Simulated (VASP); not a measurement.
Data:

```xyz
2
Lattice="0.0000 2.7337 2.7337 2.7337 0.0000 2.7337 2.7337 2.7337 0.0000" Properties=species:S:1:pos:R:3 pbc="T T T"
Mg     0.0000     0.0000     0.0000
Se     2.7337     2.7337     2.7337
```

Method: LDA (Ceperley-Alder, Perdew-Zunger), VASP's LDA PAW potentials (set 64) (plane waves; VASP). Run with 400 eV cut-off, 8×8×8 Γ-centred mesh, Gaussian smearing of 0.050 eV, potentials Mg Se.

Energy and stress use the plane-wave basis of the starting cell.

Problem. The ions, cell shape and volume are relaxed. What does this cell relax into?

Solution. 
```xyz
2
Lattice="0.0000 2.6916 2.6916 2.6916 0.0000 2.6916 2.6916 2.6916 0.0000" Properties=species:S:1:pos:R:3 pbc="T T T"
Mg     0.0000     0.0000     0.0000
Se     2.6916     2.6916     2.6916
```
Space group Fm-3m (225), at a tolerance of 0.03 Å.

Problem. How do energy and volume change from the first to the last step?

Solution. The energy (σ→0) changes by -9.0 meV/atom and the volume by -4.6 %, in 3 ionic steps.

The structure comes from a computed database's MgSe entry (Fm-3m); how it stands against other phases isn't given here. This run relaxes it. Symmetry was kept, so distortions that lower it aren't found.
